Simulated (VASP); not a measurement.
Here is the system:

```xyz
2
Lattice="-0.0491 3.2728 3.2728 3.2728 -0.0491 3.2728 3.2237 3.2237 0.0000" Properties=species:S:1:pos:R:3 pbc="T T T"
Cd     0.0000     0.0000     0.0000
Te     1.6118     1.6118     1.6364
```

Computed with r2SCAN meta-GGA, VASP's PBE PAW potentials (set 64) (plane waves; VASP). Numerical set-up: 480 eV cut-off, 6×6×6 Γ-centred mesh, Gaussian smearing of 0.050 eV, potentials Cd Te.

Question: Give the stress tensor in GPa (positive for a compressed cell).

Answer: 
```
0.39  1.10  0.00
1.10  0.39  0.00
0.00  0.00  0.38
```
The pressure is its mean diagonal, 0.39 GPa.

The compound is CdTe in the zinc blende structure. This cell was strained or had an atom moved on purpose.
